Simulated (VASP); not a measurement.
Shape and ions are relaxed at each volume.

Energy against volume of CdS (wurtzite). Computed with r2SCAN+rVV10, VASP's PBE PAW potentials (set 64) (plane waves; VASP).

```csv
V (Å³/atom),E (eV/atom)
23.693,-14.54118
24.450,-14.55649
25.206,-14.56131
25.962,-14.55721
26.718,-14.54554
```

Q: Fit a third-order Birch-Murnaghan equation of state.

A: 
```json
{
 "volume_per_atom": "25.22 Å³/atom",
 "bulk_modulus": "627 kbar",
 "pressure_derivative_of_the_bulk_modulus": "4.44"
}
```

Measured: bulk modulus 60.7 GPa (computed value off by +3.3 %), as given by Cormac Toher et al., Physical Review Materials (2017), arXiv:1611.05714. The calculation is for a static lattice, while the measured bulk modulus holds thermal and zero-point effects, which are part of the difference.

The compound is CdS in the wurtzite structure. It was relaxed first.
